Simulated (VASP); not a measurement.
Computed with PBE GGA, VASP's PBE PAW potentials (set 64) (plane waves; VASP).

VASP input:

### INCAR
```
NELM = 100
EDIFF = 1E-2   # SCF stop (eV)
ALGO = Normal   # blocked Davidson
SYSTEM = RuSe
GGA = PE   # PBE
LWAVE = .False.
LCHARG = .False.
ISMEAR = 0   # Gaussian
PREC = Accurate
LREAL = .False.   # projection in real space or not
ENCUT = 400   # plane-wave cut-off (eV)
LMAXMIX = 4
ISIF = 2
LASPH = .True.   # aspherical one-centre terms
SIGMA = 0.05
```

### KPOINTS
```
Automatic
0
gamma
8 8 8
0 0 0
```

**POSCAR**
```
RuSe
1
    2.9937560000     0.0000000000     0.0000000000
    0.0000000000     2.9937560000     0.0000000000
    0.0000000000     0.0000000000     2.9937560000
Ru Se
1 1
Direct
  0.0000000000   0.0000000000   0.0000000000
  0.5000000000   0.5000000000   0.5000000000
```

POTCAR, in this order: Ru_pv Se (PBE.64 set). Program: vasp_std.

### Question
What does the run give for the energy per atom (σ→0), pressure, band gap (on the k-mesh)?

### Answer

The energy per atom (σ→0) comes out as -5.912 eV/atom. The band gap (on the k-mesh) is none (metal, semimetal or under 0.01 eV). The pressure is 33.67 GPa.

File OSZICAR:
```
...
DAV:   3    -0.120559001072E+02   -0.32540E+01   -0.32037E+01  1192   0.518E+01
DAV:   4    -0.120796318574E+02   -0.23732E-01   -0.23728E-01  1190   0.432E+00
DAV:   5    -0.120799629925E+02   -0.33114E-03   -0.33113E-03   864   0.420E-01    0.166E+01
DAV:   6    -0.118859203111E+02    0.19404E+00   -0.14115E+00   998   0.129E+01    0.805E+00
DAV:   7    -0.118432071855E+02    0.42713E-01   -0.30820E-01   992   0.609E+00    0.531E+00
DAV:   8    -0.118250119358E+02    0.18195E-01   -0.70811E-02  1034   0.288E+00    0.367E-01
DAV:   9    -0.118248684205E+02    0.14352E-03   -0.12579E-03   490   0.293E-01
   1 F= -.11824868E+02 E0= -.11823457E+02  d E =-.282203E-02
```

The structure was generated: RuSe was put into the CsCl type (Pm-3m), which need not be its known phase. The cell was not relaxed at this level. The run is one of a series of settings (EDIFF = 1E-2 against the base run), some of them coarse on purpose.
